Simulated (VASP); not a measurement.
The system is Ru.

```
CELL_PARAMETERS angstrom
2.70580 0.00000 0.00000
-1.35290 2.34329 0.00000
0.00000 0.00000 4.28190
ATOMIC_POSITIONS crystal
Ru 0.33333 0.66667 0.25000
Ru 0.66667 0.33333 0.75000
```

```yaml
Program: VASP 6.6.1
Task: relaxation of cell and atoms
Functional: PBEsol
Potentials_or_basis: VASP PAW PBE potentials, release 64 (Ru_pv)
Cutoff: 600 eV
k_mesh: 15 × 15 × 9
Occupations: methfessel-paxton, width 0.1 eV
Spin: no spin polarisation
```

At the start: pressure -6.5 GPa; volume 13.57 Å³/atom.

How do energy, volume and symmetry change on relaxing?

Over 7 steps the energy falls by 5.4 meV/atom and the volume is 13.32 Å³/atom (-1.9 %); space group P6_3/mmc (No. 194, to 0.05 Å).

Step by step:
| step | energy change (eV) | largest force (eV/Å) | pressure (GPa) | volume (Å³) |
| --- | --- | --- | --- | --- |
| 1 | 0.0000 | 0.0000 | -6.50 | 27.15 |
| 2 | 0.1056 | 0.0000 | 25.00 | 25.04 |
| 3 | -0.0108 | 0.0000 | -0.16 | 26.64 |
| 4 | -0.0108 | 0.0000 | -0.02 | 26.63 |
| 5 | -0.0108 | 0.0000 | 0.12 | 26.62 |
| 6 | -0.0108 | 0.0000 | -0.38 | 26.65 |
| 7 | -0.0108 | 0.0000 | -0.04 | 26.63 |

Final structure:
```
Ru
1.0
     2.68826    0.00000    0.00000
    -1.34413    2.32811    0.00000
     0.00000    0.00000    4.25530
Ru
2
Direct
  0.33333 0.66667 0.25000
  0.66667 0.33333 0.75000
```

Caveat: the PAW data sets were made with another functional, which shifts forces and pressure a little.
